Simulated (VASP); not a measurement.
Given:

```
CELL_PARAMETERS angstrom
      0.00000     1.79302     1.79302
      1.79302     0.00000     1.79302
      1.79302     1.79302     0.00000
ATOMIC_POSITIONS crystal
  C  0.00000 0.00000 0.00000
  C  0.25000 0.25000 0.25000
```

Calculation: revPBE GGA, VASP's PBE PAW potentials (set 64) (plane waves; VASP 6.6.1). Settings: 520 eV cut-off, 14×14×14 Γ-centred mesh, tetrahedra with Blöchl corrections, potentials C.

**Question.** What does the run give for the energy per atom (σ→0)?

**Answer.** 
```
Item                            Value
---------------------  --------------
energy per atom (σ→0)  -8.690 eV/atom
```

The compound is C in the diamond structure. It was relaxed first.
